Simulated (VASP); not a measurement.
Level of theory: HSE06 screened hybrid, VASP's PBE PAW potentials (set 64) (plane waves; VASP 6.6.1).

The input files of a VASP run:

INCAR:
```
# general
SYSTEM   = Ge63Si
PREC     = Normal
ENCUT    = 400
LREAL    = Auto
LASPH    = .True.
ISYM     = 0
NELECT   = 255.0

# electronic loop
EDIFF    = 1E-5
NELM     = 50
NELMIN   = 4
ALGO     = Normal
LMAXMIX  = 4

# smearing
ISMEAR   = 0
SIGMA    = 0.05

# functional
GGA      = PE
LHFCALC  = .True.
AEXX     = 0.25
HFSCREEN = 0.2
PRECFOCK = Fast

# spin
ISPIN    = 2
MAGMOM   = 64*0.0156
NUPDOWN  = 1

# ions
ISIF     = 0

# output
LWAVE    = .False.
LCHARG   = .False.
LORBIT   = 10
```

File POSCAR:
```
Ge63Si
1.0
 11.5673955220   0.0000000000   0.0000000000
  0.0000000000  11.5673955220   0.0000000000
  0.0000000000   0.0000000000  11.5673955220
Ge Si
63 1
Cartesian
  5.7912352934  11.5562388778  11.5621928846
  7.2173529945   1.4580640714   1.4609365240
  8.6825953589   2.8820160576  11.5626573167
 10.1056988778   4.3484928204   1.4627190759
  8.6834653392  11.5565941819   2.8878353725
 10.1088966137   1.4598531229   4.3485927130
  0.0096691223  11.5591742524  11.5597322034
  1.4361096856   1.4569445002   1.4540648317
  2.9035908812   2.8848088710  11.5622922566
  4.3298688440   4.3493167186   1.4563634491
  5.7939047938   5.7743210486  11.5605363260
  7.2199431426   7.2404547236   1.4550052784
  8.6837066906   8.6656311117  11.5602364170
 10.1127006686  10.1320777600   1.4536211388
  2.9023047881  11.5621450974   2.8870439186
  4.3295542409   1.4587726137   4.3487669064
  5.7945663736   2.8951249740   2.8979205243
  7.1951376252   4.3762256130   4.3767301099
  8.6725061851   5.7769237507   2.8974171135
 10.1112601276   7.2398139258   4.3479646161
  5.7940996547  11.5584127939   5.7755209889
  7.2192190606   1.4582475395   7.2370478364
  8.6751761725   2.8939395878   5.7769448902
 10.1125764267   4.3481908235   7.2381734655
  8.6820280637  11.5601734637   8.6675299668
 10.1120711258   1.4554303408  10.1309224987
  0.0087199666   5.7721826790  11.5637357265
  1.4409607054   7.2347541873   1.4613110115
  2.8994055639   8.6666771200  11.5630235450
  4.3307232766  10.1274175339   1.4611285012
  0.0108071296   2.8852744633   2.8880777962
  1.4401360820   4.3490493012   4.3467559100
  2.9124626109   5.7760542458   2.8961785740
  4.3601581825   7.2128625663   4.3765894943
  5.7936624106   8.6592425028   2.8938463048
  7.2203661055  10.1290883679   4.3473269600
  0.0079468690  11.5551830626   5.7760596547
  1.4408050916   1.4580532859   7.2331257502
  2.9112103466   2.8939251505   5.7794234638
  4.3560421376   4.3770839033   7.2129527584
  7.1918539446   7.2090036195   7.2142186005
  8.6735079609   8.6554517285   5.7796795509
 10.1068290239  10.1267474093   7.2359703682
  2.9018448858  11.5578187249   8.6679662508
  4.3323549722   1.4600359757  10.1265444350
  5.7915033261   2.8935122269   8.6592395508
  7.2203647406   4.3462730973  10.1297164798
  8.6759522858   5.7730907531   8.6617458641
 10.1092001225   7.2353859649  10.1267973353
  0.0085657246   8.6657180846   2.8864599699
  1.4422389119  10.1270064414   4.3470288462
  0.0102121664   5.7746599293   5.7756214806
  1.4374048522   7.2412105812   7.2369276859
  2.9097521596   8.6604203170   5.7782844015
  4.3294851095  10.1317011128   7.2378799232
  0.0099012707   2.8824815816   8.6674233755
  1.4427742070   4.3496303373  10.1260528461
  2.9080763517   5.7788024115   8.6605946052
  4.3270595932   7.2401413837  10.1315572087
  5.7900085005   8.6583698064   8.6620655904
  7.2185060718  10.1270739198  10.1261730938
  0.0088862595   8.6660266322   8.6676465198
  1.4360344732  10.1312402666  10.1294970544
  5.7903432575   5.7753354525   5.7816986687
```

**KPOINTS**
```
Automatic mesh
0
Gamma
1 1 1
0 0 0
```

POTCAR, in this order: Ge Si (PBE.64 set). Program: vasp_gam. Read from the step before: WAVECAR.

What will the output report for the number of irreducible k-points (NKPTS), largest plane-wave count, FFT grid (NGX, NGY, NGZ)?

- number of irreducible k-points (NKPTS) = 1
- largest plane-wave count = 14057
- FFT grid (NGX, NGY, NGZ) = 60 × 60 × 60

The cell is a supercell with a defect, built from Ge (diamond): Si_Ge, charge +1. The cell's shape comes from a PBE relaxation.
